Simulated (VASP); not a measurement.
**CsPbCl3: phonons from a supercell**

Wanted: whether CsPbCl3 is dynamically stable, and its vibrational spectrum. The start is a cell from a database of measured crystal structures.

Main program and level: VASP 6.6.1; PBEsol; plane waves and PAW (Pb_d, Cs_sv, Cl).

Report form: the programs' logs are mostly left out.

## Step 1: The starting structure

Symmetry: Pm-3m, No. 221, cubic system. Conventional cell: a = 5.605 Å, b = 5.605 Å, c = 5.605 Å, α = 90.00°, β = 90.00°, γ = 90.00°. Pb has 6 Cl at 2.80 Å nearest. Nearest to Cs lie 12 Cl at 3.96 Å. Cl has 2 Pb at 2.80 Å and 4 Cs at 3.96 Å nearest. Farther neighbours and most contacts between anions are not listed.

Structure file:

```
Pb Cs Cl
1.0
     5.60500    0.00000    0.00000
     0.00000    5.60500    0.00000
     0.00000    0.00000    5.60500
Pb Cs Cl
1 1 3
Cartesian
  2.8025 2.8025 2.8025
  0.0000 0.0000 0.0000
  2.8025 0.0000 2.8025
  0.0000 2.8025 2.8025
  2.8025 2.8025 0.0000
```

## Step 2: Relax the host

Cell and atoms are relaxed first, so that later runs start from this functional's own cell.

Input file INCAR:

```
SYSTEM = CsPbCl3
PREC = Accurate
ENCUT = 350
EDIFF = 1E-06
NELM = 120
ISMEAR = 0
SIGMA = 0.05
LREAL = .FALSE.
ALGO = Normal
GGA = PS
NBANDS = 28
LORBIT = 11
LWAVE = .FALSE.
LCHARG = .FALSE.
KPAR = 4
LASPH = .TRUE.
IBRION = 2
NSW = 40
ISIF = 3
EDIFFG = -0.02
POTIM = 0.4
```

Input file POSCAR:

```
CsPbCl3
1.0
    5.6050000000      0.0000000000      0.0000000000
    0.0000000000      5.6050000000      0.0000000000
    0.0000000000      0.0000000000      5.6050000000
Pb Cs Cl
1 1 3
Direct
    0.5000000000      0.5000000000      0.5000000000
    0.0000000000      0.0000000000      0.0000000000
    0.5000000000      0.0000000000      0.5000000000
    0.0000000000      0.5000000000      0.5000000000
    0.5000000000      0.5000000000      0.0000000000
```

Input file KPOINTS:

```
Automatic mesh
0
Gamma
4 4 4
0 0 0
```

PAW data sets: Pb_d, Cs_sv and Cl (PBE family, release 64).

Launch:

```bash
$ mpirun -np 4 vasp_std
```

It took 17 s on 4 MPI ranks of AMD EPYC 7R43, shared host; peak memory 0.77 GiB.

The gap is read on the k-mesh alone, so it is an upper bound where the band edges lie off the mesh. The PAW data sets were made with PBE, which is usual practice but a small mismatch for other functionals. The run keeps the 48 symmetry operations of its start, so it cannot find a distortion of lower symmetry.

Relaxation path:

| step | energy less that of the first step (eV) | largest force (eV/Å) | pressure (GPa) | volume (Å³) |
| --- | --- | --- | --- | --- |
| 1 | 0.0000 | 0.0000 | 0.17 | 176.09 |
| 2 | -0.0006 | 0.0000 | 0.06 | 176.87 |

| conventional cell, symmetrised | before | after | change |
| --- | --- | --- | --- |
| a (Å) | 5.605 | 5.613 | +0.1 % |
| b (Å) | 5.605 | 5.613 | +0.1 % |
| c (Å) | 5.605 | 5.613 | +0.1 % |
| volume (Å³/atom) | 35.22 | 35.37 | +0.4 % |

The relaxed structure:

```
Pb Cs Cl
1.0
     5.61325    0.00000    0.00000
     0.00000    5.61325    0.00000
     0.00000    0.00000    5.61325
Pb Cs Cl
1 1 3
Direct
  0.50000 0.50000 0.50000
  0.00000 0.00000 0.00000
  0.50000 0.00000 0.50000
  0.00000 0.50000 0.50000
  0.50000 0.50000 0.00000
```

Numbers from this step:

| Quantity | Value |
| --- | --- |
| electronic cycles | 20 |
| electrons | 44 |
| free energy (TOTEN) | -18.36 eV |
| Fermi energy | 1.873 eV |
| pressure | 0.05626 GPa |
| labelled metallic, from the levels on this mesh | no |
| gap on the k-mesh | 1.821 eV |
| least direct gap on the k-mesh | 1.821 eV |

The run ended after 2 ionic steps, 0.001 eV below its first step, once forces and stress met EDIFFG = -0.02.

## Step 3: Tight relaxation

Force constants are second derivatives, so residual forces and stress must first be far smaller than in an ordinary relaxation. Mesh differs from the relaxation before, which can move the cell too.

Input file INCAR:

```
SYSTEM = CsPbCl3
PREC = Accurate
ENCUT = 350
EDIFF = 1E-08
NELM = 120
ISMEAR = 0
SIGMA = 0.05
LREAL = .FALSE.
ALGO = Fast
GGA = PS
NBANDS = 28
LORBIT = 11
LWAVE = .FALSE.
LCHARG = .FALSE.
KPAR = 4
LASPH = .TRUE.
IBRION = 1
NSW = 30
ISIF = 3
EDIFFG = -0.002
POTIM = 0.4
```

Changes to POSCAR since step 2:

```diff
@@ -2,5 +2,5 @@
 1.0
-    5.6050000000      0.0000000000      0.0000000000
-    0.0000000000      5.6050000000      0.0000000000
-    0.0000000000      0.0000000000      5.6050000000
+    5.6132470442      0.0000000000      0.0000000000
+    0.0000000000      5.6132470442      0.0000000000
+    0.0000000000      0.0000000000      5.6132470442
 Pb Cs Cl
```

Input file KPOINTS:

```
Automatic mesh
0
Gamma
5 5 5
0 0 0
```

Launch:

```bash
$ mpirun -np 4 vasp_std
```

Run time: 32 s. Hardware: 4 MPI ranks; peak memory 0.78 GiB.

Little changed from the start: no atom moved by 0.005 Å and no cell edge by 0.1 %.

Numbers from this step:

```yaml
electronic_cycles: 38
free_energy_toten: -18.39 eV
fermi_energy: 1.333 eV
pressure: 7.21e-5 GPa
gap_on_the_k_mesh: 2.865 eV
least_direct_gap_on_the_k_mesh: 2.865 eV
```

The run ended after 3 ionic steps, 0.000 eV below its first step, once forces and stress met EDIFFG = -0.002.

## Step 4: Born charges and dielectric tensor

In a polar insulator long-range dipole fields split longitudinal from transverse optical modes; these two tensors supply that term.

Input file INCAR:

```
SYSTEM = CsPbCl3
PREC = Accurate
ENCUT = 350
EDIFF = 1E-08
NELM = 120
ISMEAR = 0
SIGMA = 0.05
LREAL = .FALSE.
ALGO = Normal
GGA = PS
NBANDS = 28
LWAVE = .FALSE.
LCHARG = .FALSE.
KPAR = 4
LASPH = .TRUE.
LEPSILON = .TRUE.
```

Changes to POSCAR since step 3:

```diff
@@ -2,5 +2,5 @@
 1.0
-    5.6132470442      0.0000000000      0.0000000000
-    0.0000000000      5.6132470442      0.0000000000
-    0.0000000000      0.0000000000      5.6132470442
+    5.6081387904      0.0000000000      0.0000000000
+    0.0000000000      5.6081387904      0.0000000000
+    0.0000000000      0.0000000000      5.6081387904
 Pb Cs Cl
```

KPOINTS is that of step 3.

Launch:

```bash
$ mpirun -np 4 vasp_std
```

It took 3.3 min on 4 MPI ranks; peak memory 1.1 GiB.

Energies printed during the response cycles are not total energies of the cell.

Numbers from this step:

```yaml
fermi_energy: 1.340 eV
pressure: -0.001269 GPa
```

Electronic dielectric tensor with local fields:

```
3.76 0.00 0.00
0.00 3.76 0.00
0.00 0.00 3.76
```

Born effective charge (e), principal values of the symmetric part by kind of site:

| atom | atoms with these values | low | middle | high | mean |
| --- | --- | --- | --- | --- | --- |
| Pb1 | 1 | 3.93 | 3.93 | 3.93 | 3.93 |
| Cs2 | 1 | 1.27 | 1.27 | 1.27 | 1.27 |
| Cl3 | 3 | -3.60 | -0.81 | -0.81 | -1.74 |

In full for Cl3:

```
-0.81  0.00  0.00
 0.00 -3.60  0.00
 0.00  0.00 -0.81
```

## Step 5: Force constants in the supercell

System of this step: CsPbCl3. The structure is cubic, space group Pm-3m (No. 221). Conventional cell: a = 5.608 Å, b = 5.608 Å, c = 5.608 Å, α = 90.00°, β = 90.00°, γ = 90.00°. Nearest to Pb lie 6 Cl at 2.80 Å. Cs has 12 Cl at 3.97 Å nearest. Cl has 2 Pb at 2.80 Å and 4 Cs at 3.97 Å nearest. Farther neighbours and most contacts between anions are not listed.

Each independent atom is moved by 0.015 Å both ways; the forces give the force constants out to half the supercell.

Input file INCAR:

```
SYSTEM = CsPbCl3
PREC = Accurate
ENCUT = 350
EDIFF = 1E-07
NELM = 120
ISMEAR = 0
SIGMA = 0.05
LREAL = Auto
ALGO = Fast
GGA = PS
NBANDS = 204
LWAVE = .FALSE.
LCHARG = .FALSE.
KPAR = 4
LASPH = .TRUE.
IBRION = 6
NSW = 1
NFREE = 2
POTIM = 0.015
ISIF = 0
ADDGRID = .TRUE.
```

Input file POSCAR:

```
CsPbCl3
1.0
   11.2162775808      0.0000000000      0.0000000000
    0.0000000000     11.2162775808      0.0000000000
    0.0000000000      0.0000000000     11.2162775808
Pb Cs Cl
8 8 24
Direct
    0.2500000000      0.2500000000      0.2500000000
    0.2500000000      0.2500000000      0.7500000000
    0.2500000000      0.7500000000      0.2500000000
    0.2500000000      0.7500000000      0.7500000000
    0.7500000000      0.2500000000      0.2500000000
    0.7500000000      0.2500000000      0.7500000000
    0.7500000000      0.7500000000      0.2500000000
    0.7500000000      0.7500000000      0.7500000000
    0.0000000000      0.0000000000      0.0000000000
    0.0000000000      0.0000000000      0.5000000000
    0.0000000000      0.5000000000      0.0000000000
    0.0000000000      0.5000000000      0.5000000000
    0.5000000000      0.0000000000      0.0000000000
    0.5000000000      0.0000000000      0.5000000000
    0.5000000000      0.5000000000      0.0000000000
    0.5000000000      0.5000000000      0.5000000000
    0.2500000000      0.0000000000      0.2500000000
    0.2500000000      0.0000000000      0.7500000000
    0.2500000000      0.5000000000      0.2500000000
    0.2500000000      0.5000000000      0.7500000000
    0.7500000000      0.0000000000      0.2500000000
    0.7500000000      0.0000000000      0.7500000000
    0.7500000000      0.5000000000      0.2500000000
    0.7500000000      0.5000000000      0.7500000000
    0.0000000000      0.2500000000      0.2500000000
    0.0000000000      0.2500000000      0.7500000000
    0.0000000000      0.7500000000      0.2500000000
    0.0000000000      0.7500000000      0.7500000000
    0.5000000000      0.2500000000      0.2500000000
    0.5000000000      0.2500000000      0.7500000000
    0.5000000000      0.7500000000      0.2500000000
    0.5000000000      0.7500000000      0.7500000000
    0.2500000000      0.2500000000      0.0000000000
    0.2500000000      0.2500000000      0.5000000000
    0.2500000000      0.7500000000      0.0000000000
    0.2500000000      0.7500000000      0.5000000000
    0.7500000000      0.2500000000      0.0000000000
    0.7500000000      0.2500000000      0.5000000000
    0.7500000000      0.7500000000      0.0000000000
    0.7500000000      0.7500000000      0.5000000000
```

Input file KPOINTS:

```
Automatic mesh
0
Gamma
2 2 2
0 0 0
```

Launch:

```bash
$ mpirun -np 4 vasp_std
```

Wall time 47 min (4 MPI ranks); peak memory 8.5 GiB.

The last energy, forces, stress and levels in OUTCAR belong to the last displaced cell, not to the cell of POSCAR.

This step gave:

```
electrons          : 352
lowest frequency   : -48.10 cm⁻¹
highest frequency  : 267.3 cm⁻¹
dynamically stable : no
```

With the long-range dipole term. The phonon branches at the labelled points (cm⁻¹):

| point | branch 1 | branch 2 | branch 3 | branch 4 | branch 12 | branch 13 | branch 14 | branch 15 |
| --- | --- | --- | --- | --- | --- | --- | --- | --- |
| Γ | -30 | -30 | -9 | -9 | 48 | 136 | 136 | 231 |
| 0.53 of the way | -25 | -25 | -4 | -4 | 88 | 136 | 136 | 242 |
| X | -18 | -18 | -10 | -10 | 109 | 136 | 136 | 252 |
| 0.53 of the way | -40 | -23 | -21 | -14 | 106 | 136 | 194 | 253 |
| M | -47 | -29 | -29 | -8 | 103 | 136 | 223 | 261 |
| 0.47 of the way | -36 | -23 | -19 | -9 | 89 | 136 | 183 | 239 |
| Γ | -30 | -30 | -9 | -9 | 48 | 136 | 136 | 231 |
| 0.47 of the way | -33 | -33 | -29 | -6 | 84 | 175 | 175 | 235 |
| R | -48 | -48 | -48 | -18 | 100 | 223 | 223 | 267 |
| 0.53 of the way | -38 | -36 | -29 | -17 | 105 | 177 | 190 | 253 |
| X | -18 | -18 | -10 | -10 | 109 | 136 | 136 | 252 |
| jump to M | -47 | -29 | -29 | -8 | 103 | 136 | 223 | 261 |
| 0.47 of the way | -48 | -37 | -37 | -14 | 102 | 183 | 223 | 261 |
| R | -48 | -48 | -48 | -18 | 100 | 223 | 223 | 267 |

The phonon density of states has structure finer than the step of the table below, so its rows give means over 10 cm⁻¹, whole bins alone (the curve runs from -74.2 to 293 cm⁻¹). Peaks (cm⁻¹: height): -26.2: 0.130, -15.5: 0.140, 17.8: 0.0931, 44.5: 0.128, 56.5: 0.120, 72.5: 0.110, 100.5: 0.0877.

Phonon density of states against frequency; means over each step:

| frequency (cm⁻¹) | phonon density of states (states/cm⁻¹/cell) |
| --- | --- |
| -60 | 2.7e-5 |
| -50 | 0.0196 |
| -40 | 0.0704 |
| -30 | 0.112 |
| -20 | 0.119 |
| -10 | 0.0868 |
| 0 | 0.0216 |
| 10 | 0.0581 |
| 20 | 0.0810 |
| 30 | 0.0781 |
| 40 | 0.0963 |
| 50 | 0.0942 |
| 60 | 0.0946 |
| 70 | 0.0844 |
| 80 | 0.0446 |
| 90 | 0.0470 |
| 100 | 0.0737 |
| 110 | 0.0184 |
| 120 | 1.9e-5 |
| 130 | 0.00735 |
| 140 | 0.0431 |
| 150 | 0.0349 |
| 160 | 0.0122 |
| 170 | 0.0190 |
| 180 | 0.0205 |
| 190 | 0.0101 |
| 200 | 0.0221 |
| 210 | 0.0147 |
| 220 | 0.0152 |
| 230 | 0.0111 |
| 240 | 0.0237 |
| 250 | 0.0442 |
| 260 | 0.0208 |
| 270 | 0.00106 |
| 280 | 1.6e-7 |

## Step 6: Summary of results

| Item | Value |
| --- | --- |
| highest frequency | 267 cm⁻¹ |
| lowest frequency | -48.1 cm⁻¹ |

What this shows: The spectrum reaches 267 cm⁻¹, and its lowest point lies at -48 cm⁻¹. Imaginary modes (printed as negative) make the structure unstable in the harmonic picture at these settings. Where their wave vectors fit the supercell they are computed directly; elsewhere they may come from the interpolation. Frequencies between the wave vectors that fit the supercell are interpolated.

[Lines on the potential files, build, host, timing and source positions are cut from VASP's logs without a mark.]

[Logs are printed without paths, hosts, clocks, repeated set-up lines and the standing remarks that a program may print on its own settings, such as how far it seeks lower states.]

[Hosts, paths, dates, database ids (printed as entryN), source tags and the programs' standing remarks are cut or masked in the printed files.]

[Runs that stopped without an error message from VASP are left out.]
